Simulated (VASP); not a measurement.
Here is the system:

```
K
1.0
   -2.64149     2.64149     2.64149
    2.64149    -2.64149     2.64149
    2.64149     2.64149    -2.64149
K
1
Direct
  0.00000   0.00000   0.00000
```

Calculation: r2SCAN+rVV10, VASP's PBE PAW potentials (set 64) (plane waves; VASP). Numerical set-up: 520 eV cut-off, 11×11×11 Γ-centred mesh, tetrahedra with Blöchl corrections, potentials K_sv.

Question: Tabulate the total density of states (states/eV per cell) against energy (eV; zero at the valence-band maximum or, without a gap, the Fermi level).

Answer: 
```
E (eV) | DOS (states/eV)
    -9.96 |  0.00
    -9.75 |  0.00
    -9.53 |  0.00
    -9.32 |  0.00
    -9.10 |  0.00
    -8.78 |  0.00
    -8.56 |  0.00
    -8.35 |  0.00
    -8.13 |  0.00
    -7.92 |  0.00
    -7.70 |  0.00
    -7.49 |  0.00
    -7.27 |  0.00
    -6.95 |  0.00
    -6.73 |  0.00
    -6.52 |  0.00
    -6.30 |  0.00
    -6.08 |  0.00
    -5.87 |  0.00
    -5.65 |  0.00
    -5.44 |  0.00
    -5.22 |  0.00
    -4.90 |  0.00
    -4.68 |  0.00
    -4.47 |  0.00
    -4.25 |  0.00
    -4.04 |  0.00
    -3.82 |  0.00
    -3.61 |  0.00
    -3.39 |  0.00
    -3.07 |  0.00
    -2.85 |  0.00
    -2.64 |  0.00
    -2.42 |  0.00
    -2.21 | ## 0.11
    -1.99 | ### 0.21
    -1.78 | #### 0.28
    -1.56 | ##### 0.34
    -1.24 | ###### 0.43
    -1.02 | ####### 0.48
    -0.81 | ######## 0.53
    -0.59 | ######### 0.58
    -0.38 | ########## 0.64
    -0.16 | ########### 0.69
     0.05 | ############ 0.78
     0.27 | ############## 0.93
     0.48 | ############### 1.01
     0.81 | ############### 0.97
     1.02 | ############# 0.86
     1.24 | ################### 1.23
     1.45 | ####################### 1.50
     1.67 | ##################### 1.34
     1.88 | ################# 1.11
     2.10 | ################# 1.13
     2.31 | ################# 1.12
     2.64 | ################## 1.17
     2.85 | ################### 1.27
     3.07 | ####################### 1.49
     3.28 | ############################# 1.88
     3.50 | ############################## 1.96
```
Within 2 eV below the Fermi level the largest weight inside VASP's projection spheres is K s, then K p.

The compound is K in the bcc structure. It was relaxed first.
